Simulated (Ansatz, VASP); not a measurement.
# NaOs in two plane-wave programs, part 2 of 2

Wanted: the spread between two codes on one cell, functional and k mesh. The cell is invented: As first built, before any earlier steps moved the atoms (in the runner's words): it takes the NaPt structure with some of its atoms replaced by other elements, volume scaled by an estimate. It may not be a known or stable phase. The cell is taken from a series of VASP runs on this material, whose earlier steps may have relaxed, scaled or displaced it; both programs get it as it stands.

VASP 6.6.1 and Ansatz 0.2.0.

So far. Step 2 (VASP: band structure, PBE, spin-orbit coupling): The run ends at a pressure of 0.30 GPa, with forces up to 0.0093 eV/Å.

**3. Ansatz: band structure, PBE, spin-orbit coupling**

Level of this step: Ansatz beside VASP: Kohn-Sham DFT, plane waves, PBE, spin-orbit coupling (Ansatz).

Ansatz runs on its fully relativistic PAW (standard-fr) files.

The same cell, functional, mesh and smearing now go to Ansatz, which takes its cutoff from its data sets.

The input, input.yaml:

```yaml
crystal:
  lattice:
    - [5.238808362, 0.0, 0.0]
    - [0.0, 1.3483927934, 2.3330862073]
    - [0.0, -1.3483927934, 2.3330862073]
  atoms:
    - { symbol: Os, position: [0.5, 0.3311245757, 0.3311245757] }
    - { symbol: Na, position: [0.0, 0.6685079653, 0.6685079653] }
hamiltonian:
  xc: pbe
  pseudopotentials: { kind: paw_fr }
magnetization:
  noncollinear: true
  spin_orbit: true
kpoints:
  mp_grid: { grid: [4, 9, 9] }
  band_path:
    path:
      - [0.0, 0.0, 0.0]
      - [0.0, 0.1334, -0.1334]
      - [0.0, 0.28904, -0.28904]
      - [0.0, 0.2668, -0.3668]
      - [0.0, 0.11117, -0.4445]
      - [0.0, 0.0, -0.5]
      - [-0.23333, 0.0, -0.5]
      - [-0.46667, 0.0, -0.5]
      - [-0.5, 0.08893, -0.4556]
      - [-0.5, 0.24457, -0.3779]
      - [-0.5, 0.31127, -0.31127]
      - [-0.5, 0.15564, -0.15564]
      - [-0.5, 0.0, 0.0]
      - [-0.33333, 0.0, 0.0]
      - [-0.1, 0.0, 0.0]
      - [0.0, -0.06667, -0.06667]
      - [0.0, -0.3, -0.3]
      - [0.0, -0.5, -0.5]
      - [0.0, -0.4334, -0.5666]
      - [0.0, -0.3557, -0.6443]
      - [-0.1, -0.3335, -0.6665]
      - [-0.33333, -0.3335, -0.6665]
      - [-0.5, -0.3335, -0.6665]
      - [-0.5, -0.4112, -0.5888]
      - [-0.5, -0.4889, -0.5111]
      - [-0.36667, -0.5, -0.5]
      - [-0.13333, -0.5, -0.5]
      - [-0.5, -0.03333, -0.03333]
      - [-0.5, -0.26667, -0.26667]
      - [-0.5, -0.5, -0.5]
    npoints: 1
scf:
  occupations: { method: methfessel_paxton, width: 0.2 }
  n_extra_bands: 14
output:
  forces: true
  stress: true
  eigenvalues: true
  write_density: true
  write_potential: true
  elf: true
  volumetric_format: npy
```

Command:

```sh
$ ansatz run input.yaml --threads 2 --pin off --max-ram 4608MiB --backend cpu --events-out ev --progress --plain --runs-dir out
```

Numbers of over 12 decimals in the logs are rounded to 6 here.

The log of the run:

```text
scf.n_extra_bands = 14 over 25 filled bands (N_el = 25.0): the run solves 39 bands
Engine: ansatz 0.2.0, aarch64-unknown-linux-gnu
Pseudopotentials: kind: paw_fr
Pseudopotential: Os, paw_fr, valence charge 16, recommended cutoff 420 eV (normal), Os.paw.azcp#standard-fr
Pseudopotential: Na, paw_fr, valence charge 9, recommended cutoff 420 eV (normal), Na.paw.azcp#standard-fr
Functional definition: PBE
  parameter kappa = 0.804
  parameter beta = 0.066725
  exchange = pbe_x(kappa = kappa, mu = beta*pi^2/3)
  correlation = pbe_c(beta = beta)
non-collinear run that drives no moment, with spin-orbit: no starting moment large enough to seed its density (crystal.atoms[].spin), no starting occupations that ask for one, no magnetisation constraint and no magnetic field, so the semilocal B_xc is pinned to zero
Crystal: 2 atoms, lattice volume = 32.962 Å³
Basis set: ecut = 420 eV, 659 PW (Γ), exchange–correlation on 72×40×40 points (8 copies of the dense FFT grid, shifted against one another)
Bands: 39, of which v1, the nominal top of the filled ones, is band 25 counted from 1 (24 counted from 0)
Symmetry: 4 space group operations + 4 with time reversal
Magnetic group: BNS 38.188 (UNI 286), of the structure as read, at distance tolerance 3.2e-5 Å
k-points: 75 of 324 (time reversal used)
Projection manifold: j_resolved (fully-relativistic pseudo-atomic orbitals)
Non-local potential: Os, projectors of the file, l = 0: 3, l = 1: 4, l = 2: 4, l = 3: 2
Non-local potential: Na, projectors of the file, l = 0: 3, l = 1: 4, l = 2: 2
PAW form: soft (Blöchl's): semilocal exchange-correlation on the pseudo side does not see the compensation charge
PAW one-centre angular grid: Os, 590 points (default); XC on 64 Gauss nodes
PAW one-centre angular grid: Na, 110 points (default); XC on 185 of its mesh's 2595 points in the sphere
Initial density: superposition of atomic densities (chi_scale 0.1, normalization cell, long waves kept (reshape's long-wave potential 0.02 eV rms))
Initial wavefunctions: pseudopotential atomic-orbital guess
Functional: x = pbe(κ = 0.804, μ = 0.219515), c = pbe(β = 0.066725)
SCF iter   1: F=—  HF=-12901.071387 eV  |F-HF|=—  |Δ(HF+E_count)|=         —  Δρ=1.25e-1  dr2=1.17e1  dr2_m=0.00e0 (ungated)  ethr=3.10e-3  |M|=0.00e0 ∫|m|=0.00e0 μB  |m|>n=0.0e0 m-floor=0.0e0 τ_xc=0.0e0  β_m=0.30  ⟨swp⟩=7.2  Hψ=14257  notcnv=0  defer=91
preconditioner: auto → none  [metal: Δε(μ)=0.016 eV  Ē_g=9.754 eV  σ=0.200 eV  W_gap=0.07  n_scr=4 (ndim 8)  ℏωp=19.4 eV  f_vac=0.000  D(μ)=1.35/eV (n_scr^D=10)  sad-step TF]
SCF iter   2: F=—  HF=-12899.672503 eV  |F-HF|=—  |Δ(HF+E_count)|=    1.40e0  S|Δr|=    0.00e0  Δρ=7.16e-2  dr2=4.29e0  dr2_m=0.00e0 (ungated)  ethr=3.10e-3  |M|=0.00e0 ∫|m|=0.00e0 μB  |m|>n=0.0e0 m-floor=0.0e0 τ_xc=0.0e0  β_m=0.50  ⟨swp⟩=2.7  Hψ=5300  notcnv=0  defer=447
SCF iter   3: F=—  HF=-12898.880438 eV  |F-HF|=—  |Δ(HF+E_count)|=   7.92e-1  S|Δr|=    0.00e0  Δρ=1.59e-2  dr2=5.77e-2  dr2_m=0.00e0 (ungated)  ethr=3.10e-3  |M|=0.00e0 ∫|m|=0.00e0 μB  |m|>n=0.0e0 m-floor=0.0e0 τ_xc=0.0e0  β_m=0.55  ⟨swp⟩=3.2  Hψ=4954  notcnv=0  defer=429
SCF iter   4: F=—  HF=-12898.874071 eV  |F-HF|=—  |Δ(HF+E_count)|=   6.37e-3  S|Δr|=    0.00e0  Δρ=4.62e-3  dr2=7.51e-3  dr2_m=0.00e0 (ungated)  ethr=2.31e-4  |M|=0.00e0 ∫|m|=0.00e0 μB  |m|>n=0.0e0 m-floor=0.0e0 τ_xc=0.0e0  β_m=0.61  ⟨swp⟩=2.5  Hψ=5138  notcnv=0  defer=423
SCF iter   5: F=—  HF=-12898.874540 eV  |F-HF|=—  |Δ(HF+E_count)|=   4.69e-4  S|Δr|=    0.00e0  Δρ=1.20e-3  dr2=4.00e-4  dr2_m=0.00e0 (ungated)  ethr=3.00e-5  |M|=0.00e0 ∫|m|=0.00e0 μB  |m|>n=0.0e0 m-floor=0.0e0 τ_xc=0.0e0  β_m=0.72  ⟨swp⟩=1.8  Hψ=2828  notcnv=0  defer=423
SCF iter   6: F=—  HF=-12898.874709 eV  |F-HF|=—  |Δ(HF+E_count)|=   1.69e-4  S|Δr|=    0.00e0  Δρ=1.87e-4  dr2=2.45e-5  dr2_m=0.00e0 (ungated)  ethr=1.60e-6  |M|=0.00e0 ∫|m|=0.00e0 μB  |m|>n=0.0e0 m-floor=0.0e0 τ_xc=0.0e0  β_m=0.77  ⟨swp⟩=2.6  Hψ=3724  notcnv=0  defer=423
SCF iter   7: F=—  HF=-12898.874707 eV  |F-HF|=—  |Δ(HF+E_count)|=   2.63e-6  S|Δr|=    0.00e0  Δρ=4.71e-5  dr2=3.52e-7  dr2_m=0.00e0 (ungated)  ethr=9.82e-8  |M|=0.00e0 ∫|m|=0.00e0 μB  |m|>n=0.0e0 m-floor=0.0e0 τ_xc=0.0e0  β_m=0.67  ⟨swp⟩=1.9  Hψ=2883  notcnv=0  defer=423
SCF iter   8: F=-12898.874706 eV  HF=-12898.874706 eV  |F-HF|=6.73e-9  |Δ(HF+E_count)|=   1.65e-7  S|Δr|=    0.00e0  Δρ=9.36e-6  dr2=1.39e-8  dr2_m=0.00e0 (ungated)  ethr=4.00e-10  |M|=0.00e0 ∫|m|=0.00e0 μB  |m|>n=0.0e0 m-floor=0.0e0 τ_xc=0.0e0  ⟨swp⟩=14.0  Hψ=20478  notcnv=0
SCF 1 converged in 8 iterations: F = -12898.874706 eV  dr2 = 1.39e-8
  greatest PAW one-centre occupation: 1.000 electrons in one spin orbital (limit 2), on the Os atom at site 0 (counted from 0), in its partial waves of l = 0
NSCF: frozen V_eff on 30 k-points
SCF converged after 8 iterations
Stability not checked: this state was not tested for a lower state beside it, because cold or Methfessel-Paxton smearing, or corrected tetrahedra, fill the levels in a way that the test cannot read (fill_not_monotonic; see scf.lower_state_search)
Magnetization: |M| = 0.0000 μB,  M = (+0.0000, +0.0000, +0.0000) μB
Absolute magnetization: 0.0000 μB (∫|m|)
  site 0: m = (+0.0000, +0.0000, +0.0000) μB, |m| = 0.0000 μB  (R = 1.11 Å)
  site 1: m = (+0.0000, +0.0000, +0.0000) μB, |m| = 0.0000 μB  (R = 1.11 Å)
Free energy (F): -12898.874706 eV
Harris-Foulkes:  -12898.874706 eV  (|F-HF|=6.73e-9)
Internal energy: -12898.874076 eV  (E = F + TS)
E sigma→0 (E₀):  -12898.874549 eV
Entropy (-TS):   -0.000631 eV (-0.315 meV/atom)
Fermi energy:    13.788289 eV
Step filling:    the computed levels leave a gap of 0.0033 eV = 0.0 smearing widths at the electron count; against every level under it full and every level over it empty, smearing changes F+E_penalty+E_count by -5.686 meV and its σ→0 estimate by -5.528 meV
--- Per-component energies (eV) ---
  E_band       = -381.991281
  E_kinetic    = 681.286846
  E_local      = -2405.846076  (includes V_loc(G=0)·N_el)
  E_nonlocal   = 105.920051
  E_hartree    = 907.418087
  E_xc         = -304.855677
  E_vxc        = -333.119682  (∫ρ·V_xc dr)
  E_paw        = -9297.610831  (= ΣΔE_a)
  E_vpaw       = -245.067121  (= ΣTr[D̂ρ^β])
  E_aug_tail   = -0.000106  (compensation charges beyond the density's cutoff)
  E_ewald      = -2585.186370
  E_smearing   = -0.000631  (= −TS)
  E_closure    = 0.000000  (closes the sum)
  Σ components = -12898.874706   (vs F -12898.874706, Δ=0.00e0)
--- Forces (eV/Å), atoms counted from 1 ---
  atom   1  Os     0.00000000     0.00000000     0.00899008
  atom   2  Na     0.00000000     0.00000000    -0.00899020
  max |Σ_I F_I| component: 1.14e-7 eV/Å
--- Stress (GPa, compression-positive) ---
        0.855435       0.000000       0.000000
        0.000000       0.555251       0.000000
        0.000000       0.000000       0.472618
  P = ⅓ Tr σ = 0.6278 GPa (6.278 kbar)
--- Band table (eV; the first three rows and the last of 75) ---
  k-point 0: bands = [... 21 lower, 11.5178, 12.4301, 12.4301, 13.1967, 13.1967, 14.7785, 14.7785, 15.3945, ... 10 higher]
  k-point 1: bands = [... 21 lower, 11.4079, 12.4867, 12.4867, 12.6344, 12.6346, 14.8983, 14.8985, 15.8181, ... 10 higher]
  k-point 2: bands = [... 21 lower, 11.1793, 11.5252, 11.5252, 13.7130, 13.7131, 14.6782, 14.6784, 16.8828, ... 10 higher]
  k-point 74: bands = [... 21 lower, 12.6990, 13.4690, 13.4974, 14.1733, 14.1996, 16.9206, 16.9242, 18.3708, ... 10 higher]
```

Run time: 27 s. Hardware: 2 threads of Arm Neoverse N1, shared host; peak memory 0.49 GiB; 54 s of CPU time.

**4. Comparison**

Known differences besides the potentials themselves: spin-orbit coupling enters by fully relativistic files in Ansatz and inside the spheres in VASP; the data sets hold 25 valence electrons in Ansatz (fully relativistic PAW (standard-fr) files) and 15 in VASP; the cutoff is 420 eV in Ansatz and 400 eV in VASP. Total energies have different zeros and are not compared.

Compared:

| quantity | Ansatz | VASP | difference |
| --- | --- | --- | --- |
| pressure (GPa) | 0.63 | 0.30 | +0.33 |

Levels from 3 eV below to 2 eV above the Fermi level differ by 23 meV r.m.s. and 70 meV at most; each VASP level is matched to the nearest of Ansatz, which flatters the figure a little.

**5. Summary of results**

* r.m.s. difference of levels near the Fermi level (band structure, PBE, spin-orbit coupling): 23 meV

The r.m.s. difference of levels near the Fermi level is 23 meV (band structure, PBE, spin-orbit coupling), within the 80 meV picked in this series as the mark of a large difference. 4 further runs of this series are not shown here. Such differences can come from data sets, numerical settings and the points named under the comparisons, not from the functional's error against experiment.

[Lines on the potential files, build, host, timing and source positions are cut from VASP's logs without a mark.]

[Logs are printed without paths, hosts, clocks, repeated set-up lines and the standing remarks that a program may print on its own settings, such as how far it seeks lower states.]

[Hosts, paths, dates, database ids (printed as entryN), source tags and the programs' standing remarks are cut or masked in the printed files.]
